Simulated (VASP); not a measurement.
All values below come from LDA (Ceperley-Alder, Perdew-Zunger), VASP's LDA PAW potentials (set 64) (plane waves; VASP).

VASP ran on this input.

INCAR:
```
SYSTEM=MnO2
PREC=Accurate; ENCUT=520; LREAL=.False.
LASPH=.True.
EDIFF=1E-7; NELM=100; ALGO=Normal
LMAXMIX=4
ISMEAR=1; SIGMA=0.1
MAGMOM=2.1 -2.1 -0.0 2*0.0 -0.0
ISPIN=2
IBRION=2; NSW=30; ISIF=4
EDIFFG=-0.01
LWAVE=.False.; LCHARG=.False.; LORBIT=10
```

POSCAR:
```
MnO2
1
    4.4182753412     0.0000000000     0.0000000000
    0.0000000000     4.4182753412     0.0000000000
    0.0000000000     0.0000000000     2.8381106911
Mn O
2 4
Direct
  1.0000000000   0.0000000000   0.0000000000
  0.5000000000   0.5000000000   0.5000000000
  0.3017823638   0.3017823638   1.0000000000
  0.8017823638   0.1982176362   0.5000000000
  0.1982176362   0.8017823638   0.5000000000
  0.6982176362   0.6982176362   0.0000000000
```

KPOINTS:
```
Automatic mesh
0
Gamma
7 7 11
0 0 0
```

POTCAR, in this order: Mn_pv O (LDA.64 set). Program: vasp_std.

Output

File OSZICAR:
```
       N       E                     dE             d eps       ncg     rms          rms(c)
DAV:   1     0.641294499188E+03    0.64129E+03   -0.28658E+04  7336   0.202E+03
DAV:   2     0.131224999727E+02   -0.62817E+03   -0.59283E+03  7770   0.568E+02
DAV:   3    -0.661671636767E+02   -0.79290E+02   -0.77183E+02  8770   0.191E+02
DAV:   4    -0.689183343110E+02   -0.27512E+01   -0.26284E+01  8478   0.333E+01
DAV:   5    -0.689702405977E+02   -0.51906E-01   -0.51642E-01  7538   0.512E+00    0.444E+01
DAV:   6    -0.682804689247E+02    0.68977E+00   -0.17448E+02  8796   0.123E+02    0.583E+01
DAV:   7    -0.556249846704E+02    0.12655E+02   -0.13829E+02  9394   0.128E+02    0.197E+01
DAV:   8    -0.534949753414E+02    0.21300E+01   -0.95537E+00  7670   0.295E+01    0.747E+00
DAV:   9    -0.531253702113E+02    0.36961E+00   -0.16733E+00  9594   0.123E+01    0.245E+00
DAV:  10    -0.531295195051E+02   -0.41493E-02   -0.14555E-01  7524   0.310E+00    0.136E+00
DAV:  11    -0.531215146430E+02    0.80049E-02   -0.26013E-02  8062   0.215E+00    0.524E-01
DAV:  12    -0.531206745395E+02    0.84010E-03   -0.48065E-03  9520   0.925E-01    0.201E-01
DAV:  13    -0.531206882212E+02   -0.13682E-04   -0.45015E-04  7722   0.157E-01    0.754E-02
DAV:  14    -0.531206406889E+02    0.47532E-04   -0.12169E-04  8244   0.143E-01    0.183E-02
DAV:  15    -0.531206432301E+02   -0.25412E-05   -0.17570E-05  7662   0.333E-02    0.130E-02
DAV:  16    -0.531206429403E+02    0.28978E-06   -0.13074E-06  8932   0.159E-02    0.285E-03
DAV:  17    -0.531206429381E+02    0.22555E-08   -0.30228E-07  6226   0.441E-03
   1 F= -.53120643E+02 E0= -.53120662E+02  d E =-.531206E+02  mag=     0.0000
       N       E                     dE             d eps       ncg     rms          rms(c)
DAV:   1    -0.531304198783E+02   -0.97769E-02   -0.47575E+00  7200   0.150E+01    0.110E+00
DAV:   2    -0.531332236466E+02   -0.28038E-02   -0.15028E-01  8296   0.324E+00    0.793E-01
DAV:   3    -0.531300706778E+02    0.31530E-02   -0.15476E-02  9864   0.168E+00    0.498E-01
DAV:   4    -0.531276116944E+02    0.24590E-02   -0.82755E-03  9236   0.101E+00    0.222E-01
DAV:   5    -0.531275133929E+02    0.98301E-04   -0.16048E-03  7634   0.398E-01    0.875E-02
DAV:   6    -0.531275086287E+02    0.47642E-05   -0.97866E-05  7954   0.777E-02    0.487E-02
DAV:   7    -0.531275013389E+02    0.72899E-05   -0.11961E-05  8766   0.298E-02    0.168E-02
DAV:   8    -0.531275016874E+02   -0.34849E-06   -0.34733E-06  7786   0.139E-02    0.541E-03
DAV:   9    -0.531275016626E+02    0.24723E-07   -0.22056E-07  5372   0.471E-03
   2 F= -.53127502E+02 E0= -.53127624E+02  d E =-.685872E-02  mag=    -0.0000
       N       E                     dE             d eps       ncg     rms          rms(c)
DAV:   1    -0.531281018652E+02   -0.60018E-03   -0.19532E-01  7200   0.303E+00    0.224E-01
DAV:   2    -0.531281959738E+02   -0.94109E-04   -0.60429E-03  8302   0.646E-01    0.158E-01
DAV:   3    -0.531280718554E+02    0.12412E-03   -0.62567E-04  9840   0.336E-01    0.101E-01
DAV:   4    -0.531279762175E+02    0.95638E-04   -0.34391E-04  9444   0.210E-01    0.477E-02
DAV:   5    -0.531279708353E+02    0.53822E-05   -0.69032E-05  7818   0.872E-02    0.179E-02
DAV:   6    -0.531279706920E+02    0.14330E-06   -0.45785E-06  7740   0.173E-02    0.102E-02
DAV:   7    -0.531279703843E+02    0.30766E-06   -0.48815E-07  8188   0.602E-03    0.359E-03
DAV:   8    -0.531279703990E+02   -0.14739E-07   -0.13205E-07  4188   0.269E-03
   3 F= -.53127970E+02 E0= -.53128072E+02  d E =-.732746E-02  mag=     0.0000
```

### OUTCAR
```
------------------------ aborting loop because EDIFF is reached ----------------------------------------
  FORCE on cell =-STRESS in cart. coord.  units (eV):
  Direction    XX          YY          ZZ          XY          YZ          ZX
  --------------------------------------------------------------------------------------
  Total       -4.8013556     -4.8013556     -4.7601155      0.0000000      0.0000000      0.0000000
  in kB     -138.8479808   -138.8479808   -137.6553788      0.0000000      0.0000000      0.0000000
  external PRESSURE =    -138.4504468 kB  Pullay stress =       0.0000000 kB
  volume of cell :       55.40
      direct lattice vectors                 reciprocal lattice vectors
     4.426136220 -0.000000000  0.000000000     0.225930688  0.000000000  0.000000000
     0.000000000  4.426136220  0.000000000     0.000000000  0.225930688  0.000000000
     0.000000000  0.000000000  2.828038595     0.000000000  0.000000000  0.353601963
 POSITION                                       TOTAL-FORCE (eV/Angst)
 -----------------------------------------------------------------------------------
      0.00000      0.00000      0.00000         0.000000      0.000000     -0.000000
      2.21307      2.21307      1.41402         0.000000      0.000000     -0.000000
      1.34323      1.34323      0.00000         0.002694      0.002694      0.000000
      3.55630      0.86984      1.41402         0.002694     -0.002694     -0.000000
      0.86984      3.55630      1.41402        -0.002694      0.002694      0.000000
      3.08291      3.08291      0.00000        -0.002694     -0.002694     -0.000000
 -----------------------------------------------------------------------------------
    total drift:                                0.000000      0.000000      0.000000
  FREE ENERGIE OF THE ION-ELECTRON SYSTEM (eV)
  ---------------------------------------------------
  free  energy   TOTEN  =       -53.1279703990 eV

  energy  without entropy=      -53.1282760883  energy(sigma->0) =      -53.12807230

 total charge

# of ion       s       p       d       tot
------------------------------------------
    1        0.357   6.474   4.971  11.802
    2        0.357   6.474   4.971  11.802
    3        1.558   3.426   0.000   4.983
    4        1.558   3.426   0.000   4.983
    5        1.558   3.426   0.000   4.983
    6        1.558   3.426   0.000   4.983
--------------------------------------------------
tot          6.945  26.650   9.942  43.537

 magnetization (x)

# of ion       s       p       d       tot
------------------------------------------
    1        0.010   0.015   2.249   2.275
    2       -0.010  -0.015  -2.249  -2.275
    3       -0.001  -0.045   0.000  -0.046
    4        0.001   0.045   0.000   0.046
    5        0.001   0.045   0.000   0.046
    6       -0.001  -0.045   0.000  -0.046
--------------------------------------------------
tot          0.000   0.000   0.000   0.000

 reached required accuracy - stopping structural energy minimisation
```
(Selected blocks of OUTCAR.)

**CONTCAR**
```
MnO2
   1.00000000000000
     4.4261362204967565   -0.0000000000000000    0.0000000000000000
     0.0000000000000000    4.4261362204967565    0.0000000000000000
     0.0000000000000000    0.0000000000000000    2.8280385952638123
  Mn              O
     2     4
Direct
     0.0000000000000000    0.0000000000000000    0.0000000000000000
     0.5000000000000000    0.5000000000000000    0.5000000000000000
     0.3034771192009773    0.3034771192009773    0.0000000000000000
     0.8034771192009773    0.1965228807990227    0.5000000000000000
     0.1965228807990227    0.8034771192009773    0.5000000000000000
     0.6965228807990227    0.6965228807990227    0.0000000000000000
```

The compound is MnO2 in the rutile structure. This cell is one point of a volume scan, at 1.06 of the reference volume. Symmetry was kept, so distortions that lower it aren't found.
